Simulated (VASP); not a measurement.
Given:

```
CELL_PARAMETERS angstrom
      0.00000     3.09791     3.09791
      3.09791     0.00000     3.09791
      3.09791     3.09791     0.00000
ATOMIC_POSITIONS crystal
  Hg 0.00000 0.00000 0.00000
  S  0.25000 0.25000 0.25000
```

Level of theory: vdW-DF2, VASP's PBE PAW potentials (set 64) (plane waves; VASP). Settings: 520 eV cut-off, Gaussian smearing of 0.050 eV, potentials Hg S.

Q: Give the energies of bands 2 to 11 at the high-symmetry points, in eV from the Fermi level.

A: 
| band | Γ | X | U | L | W |
|---|---|---|---|---|---|
| 2 | -6.13 | -5.96 | -5.93 | -5.99 | -5.88 |
| 3 | -6.13 | -5.71 | -5.79 | -5.99 | -5.82 |
| 4 | -6.13 | -5.71 | -5.67 | -5.51 | -5.59 |
| 5 | -5.55 | -5.45 | -5.50 | -5.51 | -5.58 |
| 6 | -5.55 | -5.29 | -5.15 | -5.30 | -5.09 |
| 7 | -0.86 | -4.08 | -4.19 | -4.37 | -4.21 |
| 8 | 0.00 | -1.65 | -2.10 | -0.68 | -1.97 |
| 9 | 0.00 | -1.65 | -1.34 | -0.68 | -1.75 |
| 10 | 0.00 | 2.83 | 2.91 | 1.37 | 3.21 |
| 11 | 6.22 | 3.60 | 4.66 | 6.28 | 5.26 |

It has no gap at this level: it comes out as a metal or semimetal.

The compound is HgS in the zinc blende structure, metacinnabar; cinnabar is the stable form. It was relaxed first, which changed the volume by +19 %.
